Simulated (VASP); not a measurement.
Data:

```
CELL_PARAMETERS angstrom
      4.05666     0.00000     0.00000
      0.00000     4.05666     0.00000
      0.00000     0.00000     5.45208
ATOMIC_POSITIONS crystal
  Pb 0.50000 0.00000 0.78147
  Pb 0.00000 0.50000 0.21853
  O  0.50000 0.50000 0.00000
  O  0.00000 0.00000 0.00000
```

Method: PBE GGA, VASP's PBE PAW potentials (set 64) (plane waves; VASP). Numerical set-up: 620 eV cut-off, 6×6×4 Γ-centred mesh, Gaussian smearing of 0.050 eV, potentials Pb_d O.

Without a dispersion term in the relaxation, distances and binding between the weakly bound layers, chains or molecules are unreliable, and so is what depends on them. Unless said otherwise, spin-orbit coupling is left out, though it shifts the bands of the heavy elements here.

Predict the energy per atom (σ→0), band gap (on the k-mesh) with the smallest direct gap where there is one.

```json
{
  "band gap (on the k-mesh)": "1.68 eV",
  "smallest direct gap (on the k-mesh)": "1.98 eV",
  "energy per atom (σ→0)": "-5380 meV/atom"
}
```

The compound is PbO in the litharge structure. It was relaxed first, which changed the volume by +13 %.
